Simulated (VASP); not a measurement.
## ZnCdS2 (space group P3m1): computed properties

The numbers are results of LDA (Ceperley-Alder, Perdew-Zunger), VASP's LDA PAW potentials (set 64) (plane waves; VASP 6.6.1), not measurements.

```json
{
  "space_group": "P3m1 (156)",
  "cell": "a = b = 3.8893 Å, c = 6.4522 Å, α = β = 90.00°, γ = 120.00°",
  "volume_per_atom": "21.13 Å³/atom",
  "band gap (over mesh and band path)": "1.32 eV",
  "smallest direct gap (over mesh and band path)": "1.32 eV",
  "hill_bulk_modulus": "74.6 GPa",
  "hill_shear_modulus": "24.7 GPa",
  "Poisson's ratio": "0.351",
  "band_edge_character_without_spin_orbit_coupling": "direct, Γ to Γ",
  "band_gap_with_spin_orbit_coupling": "1.30 eV",
  "density": "4.75 g/cm³",
  "optical Γ-point spectrum": "52 (×2), 174, 259 (×2), 275, 276 (×2), 339 cm⁻¹",
  "C11": "104 GPa",
  "C12": "57.9 GPa",
  "C13": "52.7 GPa",
  "C33": "140 GPa",
  "C44": "21.0 GPa",
  "C66": "23.2 GPa"
}
```

```
CdZnS2
1.0
    3.88929     0.00000     0.00000
   -1.94464     3.36822     0.00000
    0.00000     0.00000     6.45224
Zn Cd S
1 1 2
Direct
  0.00000   0.00000   0.99867
  0.33333   0.66667   0.50759
  0.33333   0.66667   0.89247
  0.00000   0.00000   0.35327
```

The structure comes from a computed database's ZnCdS2 entry (P3m1); how it stands against other phases isn't given here. It was relaxed first, which changed the volume by -8 %. Symmetry was kept, so distortions that lower it aren't found.
